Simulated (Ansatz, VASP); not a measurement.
# Ge (amorphous germanium): VASP beside Ansatz, part 2 of 2

Wanted: the spread between two codes on one cell, functional and k mesh. Of the first pair: The structure shown is the start of the Ansatz relaxation below; VASP solves that cell, so the two are compared at the walk's first step.

VASP 6.6.1 and Ansatz 0.2.0.

So far. Step 3 (VASP: single point, PBE, start cell, pair 1): The run ends at a pressure of -2.31 GPa, with forces up to 1.0 eV/Å.

## (4) Differences

Known differences besides the potentials themselves: the cutoff is 420 eV in Ansatz and 410 eV in VASP (PREC = Accurate, projectors in real space). Total energies have different zeros and are not compared.

Forces on 10 of the 48 atoms, those with the largest forces and the largest differences (eV/Å; atoms numbered as in POSCAR):

| atom | Ansatz x, y, z | VASP x, y, z |
| --- | --- | --- |
| Ge3 | 0.628, -0.340, -0.392 | 0.628, -0.342, -0.391 |
| Ge5 | 0.414, 0.669, -0.016 | 0.414, 0.668, -0.015 |
| Ge21 | -0.611, -0.009, 0.001 | -0.616, -0.010, -0.001 |
| Ge22 | -0.359, -0.534, -0.413 | -0.359, -0.536, -0.412 |
| Ge26 | -0.112, -0.057, -0.105 | -0.111, -0.052, -0.108 |
| Ge33 | 0.362, -0.230, -0.008 | 0.364, -0.234, -0.010 |
| Ge35 | -0.376, 0.617, -0.154 | -0.377, 0.616, -0.154 |
| Ge44 | 0.453, 0.628, 0.317 | 0.454, 0.626, 0.315 |
| Ge45 | -0.022, -0.996, -0.122 | -0.020, -0.998, -0.120 |
| Ge48 | 0.177, -0.694, -0.335 | 0.178, -0.696, -0.333 |

The forces differ by 1.7 meV/Å r.m.s., which is 0.6 % of the r.m.s. force of 0.299 eV/Å (both taken over all components).

## (5) Further runs

Further runs change the set-up of one program: Ansatz's method, potentials or start, or VASP's data sets, cutoff or form of LDA. The table gives that difference for each run.

| run | r.m.s. force difference (meV/Å) |
| --- | --- |
| as above | 1.7 |
| VASP with a cutoff of 500 eV (perhaps on Ansatz's relaxed cell) | 1.6 |

## (6) Ansatz: dynamics, PBE

One frame of this run of dynamics is then solved in both programs, so the motion causes no difference.

The structure compared here is frame 183 of Ansatz's trajectory.

input.yaml reads:

```yaml
crystal:
  lattice:
    - [10.3173, 0.0, 0.0]
    - [0.0, 10.3173, 0.0]
    - [0.0, 0.0, 10.3173]
  atoms:
    - { symbol: Ge, position: [0.10722, 0.2193, 0.82642] }
    - { symbol: Ge, position: [0.56784, 0.02721, 0.33946] }
    - { symbol: Ge, position: [0.44856, 0.11056, 0.79187] }
    - { symbol: Ge, position: [0.11259, 0.32173, 0.49684] }
    - { symbol: Ge, position: [0.47692, 0.57117, 0.74641] }
    - { symbol: Ge, position: [0.98232, 0.35905, 0.68865] }
    - { symbol: Ge, position: [0.65573, 0.25831, 0.00501] }
    - { symbol: Ge, position: [0.98633, 0.28549, 0.30051] }
    - { symbol: Ge, position: [0.9077, 0.65277, 0.48189] }
    - { symbol: Ge, position: [0.76611, 0.0178, 0.72262] }
    - { symbol: Ge, position: [0.25752, 0.0792, 0.66103] }
    - { symbol: Ge, position: [0.9792, 0.10371, 0.66989] }
    - { symbol: Ge, position: [0.34752, 0.76409, 0.73409] }
    - { symbol: Ge, position: [0.18608, 0.86605, 0.60123] }
    - { symbol: Ge, position: [0.66684, 0.84109, 0.44863] }
    - { symbol: Ge, position: [0.74613, 0.94963, 0.08876] }
    - { symbol: Ge, position: [0.84625, 0.44287, 0.40266] }
    - { symbol: Ge, position: [0.16807, 0.73258, 0.29818] }
    - { symbol: Ge, position: [0.86757, 0.24432, 0.52198] }
    - { symbol: Ge, position: [0.40422, 0.58301, 0.23153] }
    - { symbol: Ge, position: [0.12637, 0.72053, 0.79161] }
    - { symbol: Ge, position: [0.50602, 0.91217, 0.14696] }
    - { symbol: Ge, position: [0.86357, 0.16036, 0.96195] }
    - { symbol: Ge, position: [0.65283, 0.54684, 0.91203] }
    - { symbol: Ge, position: [0.80639, 0.73386, 0.01959] }
    - { symbol: Ge, position: [0.36465, 0.09059, 0.19484] }
    - { symbol: Ge, position: [0.19867, 0.88412, 0.12437] }
    - { symbol: Ge, position: [0.26281, 0.51331, 0.84367] }
    - { symbol: Ge, position: [0.97124, 0.67847, 0.18548] }
    - { symbol: Ge, position: [0.57925, 0.7081, 0.06266] }
    - { symbol: Ge, position: [0.7118, 0.40964, 0.60571] }
    - { symbol: Ge, position: [0.66657, 0.62992, 0.54619] }
    - { symbol: Ge, position: [0.54284, 0.27792, 0.44368] }
    - { symbol: Ge, position: [0.11939, 0.536, 0.59323] }
    - { symbol: Ge, position: [0.81641, 0.42799, 0.02705] }
    - { symbol: Ge, position: [0.64053, 0.24105, 0.77353] }
    - { symbol: Ge, position: [0.41189, 0.35357, 0.92347] }
    - { symbol: Ge, position: [0.32581, 0.34308, 0.39111] }
    - { symbol: Ge, position: [0.45469, 0.04776, 0.54167] }
    - { symbol: Ge, position: [0.91827, 0.57484, 0.74736] }
    - { symbol: Ge, position: [0.93812, 0.84782, 0.7419] }
    - { symbol: Ge, position: [0.82134, 0.8322, 0.27495] }
    - { symbol: Ge, position: [0.48205, 0.3414, 0.21825] }
    - { symbol: Ge, position: [0.47996, 0.35827, 0.65273] }
    - { symbol: Ge, position: [0.67875, 0.10855, 0.52706] }
    - { symbol: Ge, position: [0.34558, 0.71851, 0.05163] }
    - { symbol: Ge, position: [0.16595, 0.51031, 0.36677] }
    - { symbol: Ge, position: [0.71525, 0.33565, 0.21616] }
kpoints:
  mp_grid: { grid: [1, 1, 1] }
hamiltonian:
  xc: pbe
scf:
  occupations: { method: fermi_dirac, width: 0.05 }
output:
  forces: true
basis:
  ecutwfc: "300 eV"
md:
  timestep: 6.25
  n_steps: 550
  ensemble: nvt_langevin
  temperature: 1800
  initial_velocities: maxwell_boltzmann
  seed: 5
  temperature_schedule:
    - { n_steps: 137, end_temperature: 1800 }
    - { n_steps: 137, end_temperature: 990 }
    - { n_steps: 175, end_temperature: 300 }
    - { n_steps: 100, end_temperature: 300 }
```

On the command line:

```
> ansatz run input.yaml --threads 4 --pin off --max-ram 15360MiB --backend cpu --events-out ev --progress --plain --runs-dir out
```

Numbers of over 12 decimals in the logs are rounded to 6 here.

Log:

```text
Warning: md: disabling space-group detection — thermal motion breaks the input geometry's symmetry, so no spatial operation reduces the k-mesh or symmetrises the density; time reversal is kept, so that k and −k are solved as one point where they differ and the mesh holds both, and exact exchange and, on two spinor components, a DFT+U term hold to it where the run has them: on two components no moment then forms, and  [...]
[...]
atom   8  Ge    -0.25104462    -0.37999575     0.38303046
[...]
atom  45  Ge     0.00099397    -0.99850384    -0.11772085
  atom  46  Ge    -0.09591644     0.25233912    -0.11725786
  atom  47  Ge    -0.32937846    -0.01543955     0.24417112
  atom  48  Ge     0.18085395    -0.68993276    -0.33411748
  max |Σ_I F_I| component: 1.09e-5 eV/Å
--- MD trajectory: 550 steps, t = 0.0 → 3437.5 fs ---
  final state: T = 297.3 K   F+E_penalty+E_count = -206142.13772523 eV   E_kin = 1.844576 eV
[key lines of the parts left out:]
SCF converged after 8 iterations
Free energy (F): -206142.137725 eV
Fermi energy:    8.410620 eV
```

## (7) VASP: single point, PBE, pair 2

The same cell, functional, mesh and smearing now go to VASP, with its own data sets.

INCAR reads:

```
SYSTEM = Ge
PREC = Accurate
ENCUT = 410
EDIFF = 1E-06
NELM = 120
ISMEAR = -1
SIGMA = 0.05
LREAL = Auto
ALGO = Normal
GGA = PE
NBANDS = 392
LORBIT = 11
LWAVE = .FALSE.
LCHARG = .FALSE.
ISIF = 2
LASPH = .TRUE.
GGA_COMPAT = .FALSE.
EFERMI = MIDGAP
NCORE = 2
```

POSCAR reads:

```
Ge
1.0
   10.3173000000      0.0000000000      0.0000000000
    0.0000000000     10.3173000000      0.0000000000
    0.0000000000      0.0000000000     10.3173000000
Ge
48
Direct
    0.2226163822      0.3201128202      0.0264216413
    0.5598460838      0.0616731122      0.4607600826
    0.2235274733      0.1280567590      0.8184893334
    0.2390063292      0.3412423793      0.2666589127
    0.3963440047      0.5551064717      0.7098465684
    0.8736200362      0.4627082667      0.8083994844
    0.5265524895      0.1189070784      0.0591433805
    0.9071171721      0.0448276196      0.1459587295
    0.9409826214      0.6640206256      0.5492909967
    0.4780514282      0.9884853595      0.8325918603
    0.2688494083      0.0326829694      0.4844775280
    0.0374031966      0.9608521609      0.5241875297
    0.5846006223      0.6780649976      0.8451823636
    0.2162484371      0.7967297646      0.6187180755
    0.7003964215      0.8188382619      0.5177129675
    0.7720139959      0.9869636436      0.9438903589
    0.7886268694      0.5021953418      0.2673858471
    0.0430054375      0.8450078994      0.2710011340
    0.9612689366      0.3137351827      0.3661229198
    0.4497979122      0.9208998478      0.2718443779
    0.1631143807      0.6064377308      0.7507002801
    0.5629185930      0.8011107557      0.0321401917
    0.8913572349      0.1906894246      0.7676620821
    0.6537078499      0.1729037636      0.8497959738
    0.7414149051      0.5694997722      0.9918777199
    0.1820243668      0.0408730966      0.2149302628
    0.1302472546      0.9367954794      0.9939712909
    0.1046688572      0.5169957256      0.9534083530
    0.0132205131      0.6055266397      0.2386089384
    0.4019365532      0.6921190622      0.2848613494
    0.8335417212      0.4232308840      0.5449390829
    0.6202204065      0.6311050372      0.3877467942
    0.7294156417      0.1455710312      0.2403051186
    0.2429511597      0.4069766315      0.5203202388
    0.8603607533      0.3375495527      0.1065685790
    0.4362769329      0.1826059143      0.6720944433
    0.4489255910      0.3887160400      0.8796584378
    0.5035522860      0.3996491330      0.4997528423
    0.4815794830      0.8639275780      0.5864131120
    0.8829441811      0.7385653223      0.7910984463
    0.9985364388      0.9669584097      0.7867271476
    0.7498861136      0.8566970041      0.2847353474
    0.4458336968      0.2303218865      0.2735599430
    0.1123646691      0.2118577535      0.6354472585
    0.8210190651      0.0977969042      0.5195254572
    0.3341474998      0.8585288787      0.9651943823
    0.1981138476      0.6418152036      0.4209143865
    0.5236059822      0.4617777907      0.1279210646
```

KPOINTS reads:

```
Automatic mesh
0
Gamma
1 1 1
0 0 0
```

The projector-augmented-wave data sets are Ge_d (PBE family, release 64).

On the command line:

```
> mpirun -np 8 vasp_gam
```

Log:

```text
[... set-up lines as in an earlier step ...]
 entering main loop
       N       E                     dE             d eps       ncg     rms          rms(c)
DAV:   1     0.126889048460E+05    0.12689E+05   -0.23934E+05   816   0.484E+03
DAV:   2     0.296059166803E+04   -0.97283E+04   -0.93576E+04   784   0.109E+03
DAV:   3     0.387162674380E+03   -0.25734E+04   -0.24674E+04   784   0.301E+02
DAV:   4    -0.138902333296E+03   -0.52607E+03   -0.48406E+03   888   0.129E+02
[...]
DAV:  17    -0.195515433585E+03   -0.34871E-05   -0.39979E-05   840   0.397E-02    0.213E-03
DAV:  18    -0.195515435197E+03   -0.16125E-05   -0.18063E-05   688   0.236E-02    0.189E-03
DAV:  19    -0.195515435159E+03    0.38257E-07   -0.21968E-06   544   0.159E-02
   1 F= -.19551544E+03 E0= -.19541628E+03  d E =-.198310E+00
```

OUTCAR, selected parts (step 7):

```text
  Total        5.6453992     -1.5121354     -4.7160789     -8.9663008     -4.3965090     -3.5581633
  in kB        8.2358242     -2.2059877     -6.8800797    -13.0805411     -6.4138732     -5.1908476
  external PRESSURE =      -0.2834144 kB  Pullay stress =       0.0000000 kB

 POSITION                                       TOTAL-FORCE (eV/Angst)
 -----------------------------------------------------------------------------------
      2.29680      3.30270      0.27260         0.340765     -0.174006     -1.048042
      5.77610      0.63630      4.75380         0.405888      0.682950     -0.169651
      2.30620      1.32120      8.44460         0.671875      0.083295      1.752768
      2.46590      3.52070      2.75120        -0.533835      0.206537      0.485695
      4.08920      5.72720      7.32370         1.107533     -0.026856     -0.814906
      9.01340      4.77390      8.34050         0.685520     -0.624558      0.372296
      5.43260      1.22680      0.61020         0.057917      0.473918      0.308237
      9.35900      0.46250      1.50590         1.618082     -0.770469     -0.578786
      9.70840      6.85090      5.66720        -0.272517      0.243499     -0.012177
      4.93220     10.19850      8.59010         0.314616     -0.466364     -0.877139
      2.77380      0.33720      4.99850         0.671902      0.931974     -0.414612
      0.38590      9.91340      5.40820        -0.814827     -0.629434      0.226088
      6.03150      6.99580      8.72000         0.101450     -0.813784     -2.312319
      2.23110      8.22010      6.38350         0.234236      0.489575      0.032376
[...]
-----------------------------------------------------------------------------------
    total drift:                                0.003960      0.004608     -0.005622

  FREE ENERGIE OF THE ION-ELECTRON SYSTEM (eV)
  ---------------------------------------------------
  free  energy   TOTEN  =      -195.5154351592 eV

  energy  without entropy=     -195.3171253923  energy(sigma->0) =     -195.41628028

[... 2 parts as in an earlier step ...]

[... 1 further part left out ...]
[key lines of the parts left out:]
E-fermi :   5.0230
```

The run ends at a pressure of -0.03 GPa, with forces up to 2.5 eV/Å.

## (8) Differences

What differs besides the data sets and the points named for the pairs above, as far as they apply: the cutoff is 300 eV in Ansatz and 410 eV in VASP (PREC = Accurate, projectors in real space); Ansatz's log warns that its cutoff lies below the recommended one. Total energies have different zeros and are not compared.

Forces on 10 of the 48 atoms, those with the largest forces and the largest differences (eV/Å; atoms numbered as in POSCAR):

| atom | Ansatz x, y, z | VASP x, y, z |
| --- | --- | --- |
| Ge3 | 0.670, 0.083, 1.748 | 0.672, 0.083, 1.753 |
| Ge8 | 1.621, -0.759, -0.575 | 1.618, -0.770, -0.579 |
| Ge10 | 0.304, -0.479, -0.866 | 0.315, -0.466, -0.877 |
| Ge11 | 0.688, 0.936, -0.423 | 0.672, 0.932, -0.415 |
| Ge13 | 0.111, -0.811, -2.306 | 0.101, -0.814, -2.312 |
| Ge15 | 1.663, -0.379, 1.251 | 1.669, -0.389, 1.250 |
| Ge16 | -0.048, -0.848, 0.125 | -0.031, -0.851, 0.133 |
| Ge22 | 0.259, 0.896, 2.095 | 0.250, 0.899, 2.096 |
| Ge27 | -1.901, 0.403, 0.464 | -1.890, 0.410, 0.454 |
| Ge46 | 1.121, -1.439, 0.264 | 1.118, -1.442, 0.272 |

The forces differ by 6.5 meV/Å r.m.s., which is 0.9 % of the r.m.s. force of 0.700 eV/Å (both taken over all components).

## (9) Results

- r.m.s. force difference (single point, PBE, start cell, pair 1): 0.57 % of the r.m.s. force
- r.m.s. force difference (single point, PBE, pair 2): 0.92 % of the r.m.s. force

The r.m.s. force difference is 0.92 % of the r.m.s. force (single point, PBE, pair 2), within the 3 % picked in this series as the mark of a large difference. 2 further runs of this series are not shown here. Such differences can come from data sets, numerical settings and the points named under the comparisons, not from the functional's error against experiment.

[Lines on the potential files, build, host, timing and source positions are cut from VASP's logs without a mark.]

[Logs are printed without paths, hosts, clocks, repeated set-up lines and the standing remarks that a program may print on its own settings, such as how far it seeks lower states.]

[Hosts, paths, dates, database ids (printed as entryN), source tags and the programs' standing remarks are cut or masked in the printed files.]

[Rows of further runs with another cutoff or data set may stand on the cell that Ansatz relaxed, not on the start cell of the pair above them.]
